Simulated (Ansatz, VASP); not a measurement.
## Two plane-wave programs on HfWS5

```xyz
7
Lattice="4.3589 0.0000 0.0000 0.0000 4.3589 0.0000 0.0000 0.0000 6.1609" Properties=species:S:1:pos:R:3 pbc="T T T"
Hf    2.1794    2.1794    0.0000
W     0.0000    0.0000    3.0805
S     0.0000    2.1794    1.7294
S     0.0000    2.1794    4.4316
S     2.1794    0.0000    1.7294
S     2.1794    0.0000    4.4316
S     0.0000    0.0000    0.0000
```

Change from the starting cell: species swapped into the InPPd5 type (P4/mmm, No. 123).

Alike in both runs: task relaxation of cell and atoms; functional PBE; k mesh 10 × 10 × 6; occupations gaussian, width 0.1 eV; no spin polarisation.

|  | VASP | Ansatz |
| --- | --- | --- |
| version | VASP 6.6.1 | Ansatz 0.2.0 |
| potentials or method | VASP PAW PBE potentials, release 64 (Hf_pv, W_sv, S) | scalar-relativistic, plane waves, PAW |
| plane-wave cutoff (eV) | 600 | 420 |
| valence electrons in the cell | 54 | 70 |

Ansatz gave:

* gap on the k mesh at the Fermi level, each at its own relaxed structure (eV): none
* relaxed volume (Å³/atom): 16.71
* relaxed cell length with the largest relative difference (Å): 6.172

Q: What did VASP give for the same quantities?

A: gap on the k mesh at the Fermi level, each at its own relaxed structure (eV): none; relaxed volume (Å³/atom): 16.66; relaxed cell length with the largest relative difference (Å): 6.161.

A gap of «none» marks a metal or a gap that the smearing closes. The two sets of potentials don't hold the same shells in valence.

The runs have no spin-orbit coupling, so splittings on Hf, W are missing.
